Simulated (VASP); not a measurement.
Energy against volume of SnO2 (rutile). All values below come from PBE GGA with D4 dispersion, VASP's PBE PAW potentials (set 64) (plane waves; VASP). Run with 520 eV cut-off, 5×5×7 Γ-centred mesh, Gaussian smearing of 0.050 eV, potentials Sn_d O.

Shape and ions are relaxed at each volume.

```json
[
 {"V (Å³/atom)": "11.999", "E (eV/atom)": "-6.46866"},
 {"V (Å³/atom)": "12.370", "E (eV/atom)": "-6.47607"},
 {"V (Å³/atom)": "12.741", "E (eV/atom)": "-6.47097"},
 {"V (Å³/atom)": "13.112", "E (eV/atom)": "-6.45557"}
]
```

### Question
Fit these four points and predict the energy of the run at 11.628 Å³/atom.

### Answer
A cubic in V^(−2/3), the third-order Birch-Murnaghan form, passes through the four points with V0 = 12.39 Å³/atom and B0 = 178 GPa, and gives -6.4460 eV/atom there. The run gave -6.4461 eV/atom, -0.1 meV/atom from the fit; all five points give B0 = 178 GPa.

The compound is SnO2 in the rutile structure. It was relaxed first.
